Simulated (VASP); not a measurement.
A calculation with VASP 6.6.1 of CaMg6Cr (native input, structure from a POSCAR):

The input INCAR:

```
PREC     = Accurate       # precision mode
ENCUT    = 520            # plane-wave cutoff, eV
EDIFF    = 1E-7           # SCF threshold, eV
ISMEAR   = 0              # smearing method
SIGMA    = 0.1            # smearing width, eV
LREAL    = False          # projectors in reciprocal space
LASPH    = True           # aspherical terms in the spheres
NELM     = 120            # most SCF steps
ALGO     = Normal         # electronic algorithm
ISIF     = 2              # what is computed and relaxed
LWAVE    = False          # write WAVECAR
LCHARG   = True           # write CHGCAR
ISPIN    = 2              # spin polarisation
MAGMOM   = 3 0 0 0 0 0 0 0 # initial moments
LORBIT   = 11             # projections on sites
LMAXMIX  = 4              # l up to which the mixer works
GGA      = PE             # functional
LELF     = True           # ELF
LVHAR    = True         
NBANDS   = 31             # bands
```

File KPOINTS:

```
Automatic mesh
0
Gamma
  5 5 5
```

The input POSCAR:

```
CaMg6Cr
1.0
    5.1723670000      0.0000000000      0.0000000000
    0.0000000000      3.2632100000      5.6438340000
    0.0000000000     -3.2632100000      5.6438340000
Cr Ca Mg
1 1 6
Direct
    0.5000000000      0.6629090000      0.6629090000
    0.0000000000      0.8296510000      0.8296510000
    0.5000000000      0.1663380000      0.1663380000
    0.5000000000      0.6634670000      0.1752350000
    0.5000000000      0.1752350000      0.6634670000
    0.0000000000      0.3355940000      0.3355940000
    0.0000000000      0.8253860000      0.3414200000
    0.0000000000      0.3414200000      0.8253860000
```

Potentials or basis: VASP PAW PBE potentials, release 54 (Cr_pv, Ca_sv, Mg).

Launch:

```bash
$ cat potpaw_PBE.54/Cr_pv/POTCAR potpaw_PBE.54/Ca_sv/POTCAR potpaw_PBE.54/Mg/POTCAR > POTCAR
$ mpirun -np 1 vasp_std > vasp.out
```

The cell comes from a database or a generator and needn't be the stable form of this composition.

Task: Write the same calculation in another form: ASE script, structure from a POSCAR.

Result: As run:

run.py

```python
from ase.calculators.vasp import Vasp
from ase.dft.bandgap import bandgap
from ase.io import read

atoms = read('POSCAR')
atoms.set_initial_magnetic_moments([3.0, 0.0, 0.0, 0.0, 0.0, 0.0, 0.0, 0.0])
calc = Vasp(
    directory='calc',
    xc='pbe',
    pp='PBE',
    setups='recommended',
    pp_version='54',
    prec='Accurate',
    encut=520,
    ediff=1e-06,
    ismear=0,
    sigma=0.1,
    lreal=False,
    lasph=True,
    nelm=150,
    algo='Fast',
    isif=2,
    lwave=False,
    lcharg=False,
    ispin=2,
    lorbit=11,
    lmaxmix=4,
    kpts=[5, 5, 5],
    gamma=True,
)
atoms.calc = calc

print('energy (eV):', atoms.get_potential_energy())
print('free energy (eV):', atoms.get_potential_energy(force_consistent=True))
print('forces (eV/A):')
print(atoms.get_forces())
print('stress (eV/A^3, Voigt):', atoms.get_stress())
print('Fermi level (eV):', calc.get_fermi_level())
print('moment (muB):', atoms.get_magnetic_moment())
print('site moments (muB):', atoms.get_magnetic_moments())
gap, top, bottom = bandgap(calc)
print('band gap (eV):', gap, 'from (spin, k, band)', top, 'to', bottom)
```

The input POSCAR:

```
CaMg6Cr
1.0
    5.1723670000      0.0000000000      0.0000000000
    0.0000000000      3.2632100000      5.6438340000
    0.0000000000     -3.2632100000      5.6438340000
Cr Ca Mg
1 1 6
Direct
    0.5000000000      0.6629090000      0.6629090000
    0.0000000000      0.8296510000      0.8296510000
    0.5000000000      0.1663380000      0.1663380000
    0.5000000000      0.6634670000      0.1752350000
    0.5000000000      0.1752350000      0.6634670000
    0.0000000000      0.3355940000      0.3355940000
    0.0000000000      0.8253860000      0.3414200000
    0.0000000000      0.3414200000      0.8253860000
```

Potentials or basis: VASP PAW PBE potentials, release 54 (Cr_pv, Ca_sv, Mg).

Launch:

```bash
$ python run.py
```

Both were run:

|  | native input, structure from a POSCAR | ASE script, structure from a POSCAR |
| --- | --- | --- |
| Pressure | 0.1 GPa | 0.1 GPa |
| Largest force | 0.136 eV/Å | 0.136 eV/Å |
| Band gap on the k mesh | none (metal or under the smearing width) | none (metal or under the smearing width) |
| Net moment | 4.51 μB per cell | 4.51 μB per cell |
| Site moments | Cr +3.84; Ca +0.02; Mg -0.01, +0.01 μB | Cr +3.84; Ca +0.02; Mg -0.01, +0.01 μB |
| Valence electrons inside the program's atomic spheres | Cr 10.46; Ca 8.19; Mg 0.32, 0.35, 0.36 | Cr 10.46; Ca 8.19; Mg 0.32, 0.35, 0.36 |

Keys that steer only the numerical path or the files written may differ.
